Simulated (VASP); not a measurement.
Data:

```xyz
4
Lattice="2.9194 0.0000 0.0000 -1.4597 2.5282 0.0000 0.0000 0.0000 7.7147" Properties=species:S:1:pos:R:3 pbc="T T T"
Rh     0.0000     0.0000     0.0000
Rh     0.0000     0.0000     3.8574
Al     0.0000     1.6855     1.9287
Al     1.4597     0.8427     5.7860
```

Level of theory: PBE GGA, VASP's PBE PAW potentials (set 64) (plane waves; VASP). Numerical set-up: 400 eV cut-off, 13×13×5 Γ-centred mesh, tetrahedra with Blöchl corrections, potentials Rh_pv Al.

The cores are frozen, which limits the accuracy of field gradients.

Q: Give the principal components of the electric field gradient (V/Å²) and the asymmetry η at each nucleus.

A: 
```tsv
atom	Vxx	Vyy	Vzz	η
Rh1	-16.8	-16.8	33.6	0.00
Rh2	-16.8	-16.8	33.6	0.00
Al3	13.4	13.4	-26.7	0.00
Al4	13.4	13.4	-26.7	0.00
```

The structure was generated: RhAl was put into the NiAs type type (P6_3/mmc), which need not be its known phase. It was relaxed first, which changed the volume by -36 %.
